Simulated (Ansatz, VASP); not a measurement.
Two plane-wave programs on AlW

```xyz
4
Lattice="4.4889 0.0000 0.0138 0.0000 3.1830 0.0000 -0.0124 0.0000 4.0474" Properties=species:S:1:pos:R:3 pbc="T T T"
Al    2.2351    0.7958    3.0424
Al    2.2413    2.3873    1.0187
W    -0.0093    2.3873    3.0356
W    -0.0031    0.7957    1.0119
```

Alike in both runs: task single point; functional PBEsol; k mesh 4 × 6 × 4; occupations gaussian, width 0.1 eV; no spin polarisation.

```csv
,VASP,Ansatz
version,VASP 6.6.1,Ansatz 0.2.0
potentials or method,"VASP PAW PBE potentials, release 64 (Al, W_sv)","scalar-relativistic, plane waves, PAW"
plane-wave cutoff (eV),520,420
valence electrons in the cell,34,34
```

```tsv
	VASP	Ansatz	Ansatz less VASP
gap on the k mesh at the Fermi level (eV)	none	none	-
pressure (GPa)	13.1	12.6	-0.54
largest component of the traceless stress (GPa)	25.63	25.23	-0.399
```

A gap of «none» marks a metal or a gap that the smearing closes. With one functional, cell and mesh, what is left measures potentials, basis and numerics. Ansatz warned: «structure_snapped_to_symmetry».

Caveats: the k mesh is coarse (spacing up to 0.39 Å⁻¹), so the values aren't converged; the PAW data sets were made with another functional, which shifts forces and pressure a little (VASP). The runs have no spin-orbit coupling, so splittings on W are missing.
